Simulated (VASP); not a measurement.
Given:

```
CELL_PARAMETERS angstrom
     -1.75217     1.84828     6.35187
      1.75217    -1.84828     6.35187
      1.75217     1.84828    -6.35187
ATOMIC_POSITIONS crystal
  Li 0.00000 0.00000 0.00000
  La 0.36370 0.36370 0.00000
  La 0.63630 0.63630 0.00000
  H  0.00000 0.50000 0.50000
  O  0.50000 0.00000 0.50000
  O  0.82437 0.82437 0.00000
  O  0.17563 0.17563 0.00000
```

Level of theory: LDA (Ceperley-Alder, Perdew-Zunger), VASP's LDA PAW potentials (set 64) (plane waves; VASP 6.6.1). Run with 520 eV cut-off, 10×10×10 Γ-centred mesh, tetrahedra with Blöchl corrections, potentials Li_sv La H O.

Estimate the energy per atom (σ→0).

```
Item                           Result
---------------------  --------------
energy per atom (σ→0)  -7.530 eV/atom
```

The structure comes from a computed database's LiLa2HO3 entry (Immm); how it stands against other phases isn't given here. It was relaxed first, which changed the volume by -6 %.
